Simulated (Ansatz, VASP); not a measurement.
# SnO (Romarchite): VASP beside Ansatz, part 2 of 2

Wanted: the spread between two codes on one cell, functional and k mesh. Of the first pair: The two relaxations start from unlike cells of this crystal (the structure described is Ansatz's start), so only their ends are compared.

VASP 6.6.1 and Ansatz 0.2.0.

So far: The structure; VASP: relaxation of cell and atoms, PBEsol with D3(BJ); Ansatz: relaxation of cell and atoms, PBEsol with D3(BJ); Comparison.

## (5) Ansatz: relaxation, PBEsol with D3(BJ)

Level of this step: Ansatz beside VASP: Kohn-Sham DFT, plane waves, PBEsol with D3(BJ) (Ansatz).

The two programs are compared at the cell with which this relaxation starts, whose forces are those of its first step.

The structure compared here is the start of the Ansatz relaxation; VASP solves that cell, so the two are compared at the walk's first step.

input.yaml

```yaml
crystal:
  lattice:
    - [3.8181525636, 0.0, 0.0]
    - [0.0, 3.8181525636, 0.0]
    - [0.0, 0.0, 4.7102595977]
  atoms:
    - { symbol: O, position: [0.0, 0.0, 0.0] }
    - { symbol: O, position: [0.5, 0.5, 0.0] }
    - { symbol: Sn, position: [0.5, 0.0, 0.2462451525] }
    - { symbol: Sn, position: [0.0, 0.5, 0.7537548475] }
kpoints:
  mp_grid: { grid: [12, 12, 12] }
hamiltonian:
  xc: pbesol
  dispersion: d3bj
  pseudopotentials: { kind: paw, azcp: { folder: soft_1 }, xc_functional: pbe }
scf:
  occupations: { method: methfessel_paxton, width: 0.2 }
output:
  forces: true
  stress: true
  eigenvalues: true
relax:
  adjacent_minimum: "off"
  f_tol: 0.001
  max_steps: 60
  cell: { stress_tol: 0.01, fix: [volume] }
```

On the command line:

```
ansatz run input.yaml --threads 4 --pin off --max-ram 16384MiB --backend cpu --events-out ev --progress --plain --runs-dir out
```

Numbers of over 12 decimals in the logs are rounded to 6 here.

Output:

```text
[...]
Crystal: 4 atoms, lattice volume = 68.668 Å³
Basis set: ecut = 420 eV, 1343 PW (Γ), exchange–correlation on 54×54×64 points (8 copies of the dense FFT grid, shifted against one another)
Bands: 24, of which v1, the nominal top of the filled ones, is band 20 counted from 1 (19 counted from 0)
Symmetry: 16 space group operations
[...]
k-points: 196 of 1728
[...]
--- Relaxed structure (6 steps of the walk, 6 accepted, 2 SCFs on fresh bases) ---
[...]
cell:  # Å, volume = 68.6675 Å³
    - [3.803646, 0, 0.0]
    - [0, 3.803646, 0.0]
    - [0.0, 0.0, 4.746256]
  atoms:
    - { symbol: O, position: [0, 0, 0] }
    - { symbol: O, position: [0.5, 0.5, 0] }
    - { symbol: Sn, position: [0.5, 0, 0.242744] }
    - { symbol: Sn, position: [0, 0.5, 0.757256] }
[key lines of the parts left out:]
SCF converged after 6 iterations
Free energy (F): -13022.456781 eV
Fermi energy:    10.208932 eV
P = ⅓ Tr σ = -2.0875 GPa (-20.875 kbar)
```

## (6) VASP: single point, PBEsol with D3(BJ), start cell, pair 2

The same cell, functional, mesh and smearing now go to VASP, with its own data sets.

INCAR

```
SYSTEM = SnO
PREC = Accurate
ENCUT = 520
EDIFF = 1E-06
NELM = 120
ISMEAR = 1
SIGMA = 0.2
LREAL = .FALSE.
ALGO = Normal
GGA = PS
IVDW = 12
NBANDS = 26
LORBIT = 11
LWAVE = .FALSE.
LCHARG = .FALSE.
ISIF = 2
LASPH = .TRUE.
GGA_COMPAT = .FALSE.
KPAR = 2
```

POSCAR

```
SnO
1.0
    3.8181530000      0.0000000000      0.0000000000
    0.0000000000      3.8181530000      0.0000000000
    0.0000000000      0.0000000000      4.7102600000
O Sn
2 2
Direct
    0.0000000000      0.0000000000      0.0000000000
    0.4999998690      0.4999998690      0.0000000000
    0.4999998690      0.0000000000      0.2462452179
    0.0000000000      0.4999998690      0.7537547821
```

KPOINTS

```
Automatic mesh
0
Gamma
12 12 12
0 0 0
```

PAW data sets: O and Sn_d (PBE family, release 64).

On the command line:

```
mpirun -np 2 vasp_std
```

Output:

```text
[banner, memory and clock lines left out]
running    2 mpi-ranks, on    1 nodes
[...]
[... a notice as in an earlier step ...]

 LDA part: xc-table for (Slater+PW92), standard interpolation
 POSCAR, INCAR and KPOINTS ok, starting setup
[...]
entering main loop
       N       E                     dE             d eps       ncg     rms          rms(c)
DAV:   1     0.400391379306E+03    0.40039E+03   -0.20320E+04 10336   0.237E+03
DAV:   2     0.319314604638E+02   -0.36846E+03   -0.35869E+03 10824   0.535E+02
DAV:   3    -0.247682239517E+02   -0.56700E+02   -0.55690E+02 11804   0.186E+02
DAV:   4    -0.273778705426E+02   -0.26096E+01   -0.25984E+01 12050   0.422E+01
[...]
DAV:  12    -0.242119984641E+02   -0.31980E-04   -0.29833E-04 10654   0.104E-01    0.315E-02
DAV:  13    -0.242119920437E+02    0.64204E-05   -0.30600E-05 14396   0.445E-02    0.245E-03
DAV:  14    -0.242119919215E+02    0.12221E-06   -0.17728E-06  9648   0.912E-03
   1 F= -.25091964E+02 E0= -.25092200E+02  d E =0.707851E-03
```

OUTCAR, selected parts (step 6):

```text
 Edisp (eV)   -0.87997

  Total      -1.32561    -1.32561    -1.16833     0.00000    -0.00000     0.00000
  in kB     -30.92953   -30.92953   -27.25993     0.00000    -0.00000     0.00000
  external pressure =      -29.71 kB  Pullay stress =        0.00 kB

 POSITION                                       TOTAL-FORCE (eV/Angst)
 -----------------------------------------------------------------------------------
      0.00000      0.00000      0.00000        -0.000000      0.000000      0.000000
      1.90908      1.90908      0.00000         0.000000      0.000000      0.000000
      1.90908      0.00000      1.15988        -0.000000      0.000000     -0.162902
      0.00000      1.90908      3.55038         0.000000      0.000000      0.162902
 -----------------------------------------------------------------------------------
    total drift:                                0.000780      0.000780     -0.000000

  FREE ENERGIE OF THE ION-ELECTRON SYSTEM (eV)
  ---------------------------------------------------
  free  energy   TOTEN  =       -25.0919638944 eV

  energy  without entropy=      -25.0926717453  energy(sigma->0) =      -25.09219984

[... 3 further parts left out ...]
[key lines of the parts left out:]
E-fermi :   7.2400
```

The run ends at a pressure of -2.97 GPa, with forces up to 0.16 eV/Å.

## (7) Comparison

What differs besides the data sets and the points named for the pairs above, as far as they apply: the cutoff is 420 eV in Ansatz and 520 eV in VASP. Total energies have different zeros and are not compared.

Forces (eV/Å; atoms numbered as in POSCAR):

| atom | Ansatz x, y, z | VASP x, y, z |
| --- | --- | --- |
| O1 | 0.000, 0.000, 0.000 | 0.000, 0.000, 0.000 |
| O2 | 0.000, 0.000, 0.000 | 0.000, 0.000, 0.000 |
| Sn3 | 0.000, 0.000, -0.254 | 0.000, 0.000, -0.163 |
| Sn4 | 0.000, 0.000, 0.254 | 0.000, 0.000, 0.163 |

The forces differ by 37 meV/Å r.m.s., which is 56.0 % of the r.m.s. force of 0.067 eV/Å (both taken over all components).

## (8) Ansatz: relaxation, PBEsol with D3(BJ)

This run makes the geometry at which the two programs are then compared.

The structure compared here is the end of the Ansatz relaxation.

input.yaml is that of step 5.

On the command line:

```
ansatz run input.yaml --threads 4 --pin off --max-ram 16384MiB --backend cpu --events-out ev --progress --plain --runs-dir out
```

Output:

```text
[...]
Crystal: 4 atoms, lattice volume = 68.668 Å³
Basis set: ecut = 420 eV, 1343 PW (Γ), exchange–correlation on 54×54×64 points (8 copies of the dense FFT grid, shifted against one another)
Bands: 24, of which v1, the nominal top of the filled ones, is band 20 counted from 1 (19 counted from 0)
Symmetry: 16 space group operations
[...]
k-points: 196 of 1728
[...]
--- Relaxed structure (6 steps of the walk, 6 accepted, 2 SCFs on fresh bases) ---
[...]
cell:  # Å, volume = 68.6675 Å³
    - [3.803646, 0, 0.0]
    - [0, 3.803646, 0.0]
    - [0.0, 0.0, 4.746256]
  atoms:
    - { symbol: O, position: [0, 0, 0] }
    - { symbol: O, position: [0.5, 0.5, 0] }
    - { symbol: Sn, position: [0.5, 0, 0.242744] }
    - { symbol: Sn, position: [0, 0.5, 0.757256] }
[key lines of the parts left out:]
SCF converged after 6 iterations
Free energy (F): -13022.456781 eV
Fermi energy:    10.208932 eV
P = ⅓ Tr σ = -2.0875 GPa (-20.875 kbar)
```

## (9) VASP: single point, PBEsol with D3(BJ), relaxed cell, pair 3

The same cell, functional, mesh and smearing now go to VASP, with its own data sets.

Changes to INCAR since step 6:

```diff
@@ -2,3 +2,3 @@
 PREC = Accurate
-ENCUT = 520
+ENCUT = 600
 EDIFF = 1E-06
```

POSCAR

```
SnO
1.0
    3.8036461757      0.0000000000      0.0000000000
    0.0000000000      3.8036461757      0.0000000000
    0.0000000000      0.0000000000      4.7462561897
O Sn
2 2
Direct
    0.0000000000      0.0000000000      0.0000000000
    0.5000000000      0.5000000000      0.0000000000
    0.5000000000      0.0000000000      0.2427439084
    0.0000000000      0.5000000000      0.7572560916
```

KPOINTS is that of step 6.

On the command line:

```
mpirun -np 2 vasp_std
```

Output:

```text
[... set-up lines as in an earlier step ...]
 entering main loop
       N       E                     dE             d eps       ncg     rms          rms(c)
DAV:   1     0.423571101958E+03    0.42357E+03   -0.21952E+04 10310   0.258E+03
DAV:   2     0.369421694169E+02   -0.38663E+03   -0.37601E+03 10690   0.576E+02
DAV:   3    -0.243083579188E+02   -0.61251E+02   -0.60067E+02 11790   0.195E+02
DAV:   4    -0.273644674335E+02   -0.30561E+01   -0.30391E+01 11896   0.450E+01
[...]
DAV:  12    -0.242183814819E+02   -0.33584E-04   -0.30397E-04 10710   0.104E-01    0.328E-02
DAV:  13    -0.242183737155E+02    0.77663E-05   -0.37396E-05 14936   0.526E-02    0.228E-03
DAV:  14    -0.242183738112E+02   -0.95630E-07   -0.23688E-06 10496   0.102E-02
   1 F= -.25098292E+02 E0= -.25098568E+02  d E =0.826970E-03
```

From OUTCAR (step 9):

```text
 Edisp (eV)   -0.87992

  Total      -0.77716    -0.77716    -0.77850     0.00000     0.00000     0.00000
  in kB     -18.13301   -18.13301   -18.16428     0.00000     0.00000     0.00000
  external pressure =      -18.14 kB  Pullay stress =        0.00 kB

 POSITION                                       TOTAL-FORCE (eV/Angst)
 -----------------------------------------------------------------------------------
      0.00000      0.00000      0.00000         0.000000     -0.000000      0.000000
      1.90182      1.90182      0.00000         0.000000      0.000000      0.000000
      1.90182      0.00000      1.15212        -0.000000      0.000000      0.093818
      0.00000      1.90182      3.59413         0.000000      0.000000     -0.093818
 -----------------------------------------------------------------------------------
    total drift:                                0.000000      0.000000      0.000000

  FREE ENERGIE OF THE ION-ELECTRON SYSTEM (eV)
  ---------------------------------------------------
  free  energy   TOTEN  =       -25.0982918530 eV

  energy  without entropy=      -25.0991188229  energy(sigma->0) =      -25.09856751

[... 1 part as in an earlier step ...]

[... 2 further parts left out ...]
[key lines of the parts left out:]
E-fermi :   7.3006
```

The run ends at a pressure of -1.81 GPa, with forces up to 0.094 eV/Å.

## (10) Comparison

What differs besides the data sets and the points named for the pairs above, as far as they apply: Ansatz's pressure holds a Pulay correction, VASP's none. Total energies have different zeros and are not compared.

Both answers:

| quantity | Ansatz | VASP | difference |
| --- | --- | --- | --- |
| pressure (GPa) | -2.09 | -1.81 | -0.27 |

Forces (eV/Å; atoms numbered as in POSCAR):

| atom | Ansatz x, y, z | VASP x, y, z |
| --- | --- | --- |
| O1 | 0.000, 0.000, 0.000 | 0.000, 0.000, 0.000 |
| O2 | 0.000, 0.000, 0.000 | 0.000, 0.000, 0.000 |
| Sn3 | 0.000, 0.000, 0.000 | 0.000, 0.000, 0.094 |
| Sn4 | 0.000, 0.000, 0.000 | 0.000, 0.000, -0.094 |

The forces differ by 38 meV/Å r.m.s., where the r.m.s. force is 0.000 eV/Å in Ansatz and 0.038 eV/Å in VASP: the atoms lie near their places of rest in Ansatz, so a percentage would say little (all taken over all components).

## (11) Outcome

```
difference in edge c after relaxation, in the typed setting (relaxation of cell and atoms, PBEsol with D3(BJ)) : 0.27 %
r.m.s. force difference (single point, PBEsol with D3(BJ), start cell, pair 2)                                 : 37 meV/Å
r.m.s. force difference (single point, PBEsol with D3(BJ), relaxed cell, pair 3)                               : 38 meV/Å
```

The r.m.s. force difference is 38 meV/Å (single point, PBEsol with D3(BJ), relaxed cell, pair 3), beyond the 12 meV/Å picked in this series as the mark of a large difference. What causes the difference of the single point, PBEsol with D3(BJ), start cell, pair 2 pair stays open here. What causes the difference of the single point, PBEsol with D3(BJ), relaxed cell, pair 3 pair stays open here. How closely two codes agree says nothing of how well the functional describes the real material.

[Lines on the potential files, build, host, timing and source positions are cut from VASP's logs without a mark.]

[Logs are printed without paths, hosts, clocks, repeated set-up lines and the standing remarks that a program may print on its own settings, such as how far it seeks lower states.]

[Hosts, paths, dates, database ids (printed as entryN), source tags and the programs' standing remarks are cut or masked in the printed files.]
